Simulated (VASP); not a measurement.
Consider the following.

```
ZrS2
1.0
    1.86521    -3.23065     0.00000
    1.86521     3.23065     0.00000
    0.00000     0.00000     5.93941
Zr S
1 2
Cartesian
  0.00000   0.00000   0.00000
  1.86521   1.07688   1.48561
  1.86521  -1.07688   4.45380
```

All values below come from rev-vdW-DF2, VASP's PBE PAW potentials (set 64) (plane waves; VASP). Numerical set-up: 520 eV cut-off, 7×7×4 Γ-centred mesh, Gaussian smearing of 0.050 eV, potentials Zr_sv S.

Q: The ions and cell shape at fixed volume are relaxed. What does this cell relax into?

A: 
```
ZrS2
1.0
    1.84125    -3.18913     0.00000
    1.84125     3.18913     0.00000
    0.00000     0.00000     6.09503
Zr S
1 2
Direct
  0.00000   0.00000   0.00000
  0.33333   0.66667   0.23843
  0.66667   0.33333   0.76157
```
Space group P-3m1 (164), at a tolerance of 0.03 Å.

Q: How much energy does the relaxation gain?

A: The energy (σ→0) changes by -15.8 meV/atom, in 7 ionic steps.

The compound is ZrS2 in the 1T layered structure. This cell is one point of a volume scan, at 1.06 of the reference volume. Symmetry was kept, so distortions that lower it aren't found.
